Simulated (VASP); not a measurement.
VASP input:

INCAR:
```
LMAXMIX = 4   # l cut-off of mixed one-centre charges
GGA = PS   # PBEsol
LCHARG = .FALSE.
ISIF = 3   # ions, shape and volume
EDIFFG = -0.01   # ionic stop
PSTRESS = 10
IBRION = 2   # conjugate gradients
NELM = 100   # most electronic steps
ALGO = Normal
SYSTEM = PPd
LREAL = .FALSE.   # projection in real space or not
LWAVE = .FALSE.
ISMEAR = 1   # Methfessel-Paxton
EDIFF = 1E-7
PREC = Accurate
SIGMA = 0.1
ENCUT = 480   # plane-wave cut-off (eV)
NSW = 40
LASPH = .TRUE.
```

POSCAR:
```
PPd
1.0
  1.7683240974  -5.4242187625   0.0000000000
  1.7683240974   5.4242187625   0.0000000000
  0.0000000000   0.0000000000   2.9878316555
P Pd
2 2
Cart
  1.7683240974  -0.9195599862   0.7469579139
  1.7683240974   0.9195599862   2.2408737416
  1.7683240974  -3.5274393350   0.7469579139
  1.7683240974   3.5274393350   2.2408737416
```

KPOINTS:
```
K-points
0
Gamma
8 8 10
0 0 0
```

POTCAR, in this order: P Pd (PBE.64 set). Program: vasp_std.

**Question.** Translate this PBEsol calculation to Quantum ESPRESSO's pw.x.

**Answer.** One equivalent input (not run):
```
&CONTROL
  calculation = 'vc-relax'
  pseudo_dir = './pseudo'
  outdir = './out'
  tprnfor = .true.
  tstress = .true.
  nstep = 40
  forc_conv_thr = 0.00039
/
&SYSTEM
  ibrav = 0
  nat = 4
  ntyp = 2
  ecutwfc = 82
  occupations = 'smearing'
  smearing = 'methfessel-paxton'
  degauss = 0.00735
  input_dft = 'pbesol'
/
&ELECTRONS
  conv_thr = 7.3e-09
  electron_maxstep = 100
/
&IONS
/
&CELL
  press = 10
/
ATOMIC_SPECIES
  P 30.974 P.upf
  Pd 106.420 Pd.upf
CELL_PARAMETERS angstrom
     1.7683241   -5.4242188    0.0000000
     1.7683241    5.4242188   -0.0000000
     0.0000000   -0.0000000    2.9878317
ATOMIC_POSITIONS crystal
  P    0.5847643  0.4152357  0.2500000
  P    0.4152357  0.5847643  0.7500000
  Pd   0.8251564  0.1748436  0.2500000
  Pd   0.1748436  0.8251564  0.7500000
K_POINTS automatic
  8 8 10 0 0 0
```
What does not carry over: the potentials are each code's own (VASP's PAW set, PseudoDojo norm-conserving files in pw.x), so ENCUT and ecutwfc are chosen apart and not converted; conv_thr bounds pw.x's estimated SCF error, while EDIFF bounds the energy change between steps; forc_conv_thr acts on force components and is met together with etot_conv_thr.

The structure was generated: PPd was put into the CrB type (Cmcm), which need not be its known phase. This run relaxes it under an external pressure of 1 GPa. Symmetry was kept, so distortions that lower it aren't found.
